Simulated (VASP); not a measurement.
Energy against volume of SrTe (rock salt). Computed with revTPSS meta-GGA, VASP's PBE PAW potentials (set 64) (plane waves; VASP). Numerical set-up: 520 eV cut-off, 7×7×7 Γ-centred mesh, Gaussian smearing of 0.050 eV, potentials Sr_sv Te.

```tsv
V (Å³/atom)	E (eV/atom)
35.274	10.29982
36.400	10.28788
37.526	10.28418
38.651	10.28753
```

**Question.** Fit these four points and predict the energy of the run at 39.777 Å³/atom.

**Answer.** A cubic in V^(−2/3), the third-order Birch-Murnaghan form, passes through the four points with V0 = 37.52 Å³/atom and B0 = 33 GPa, and gives 10.2969 eV/atom there. The run gave 10.2969 eV/atom, -0.0 meV/atom from the fit; all five points give B0 = 33 GPa.

The compound is SrTe in the rock salt structure. It was relaxed first.
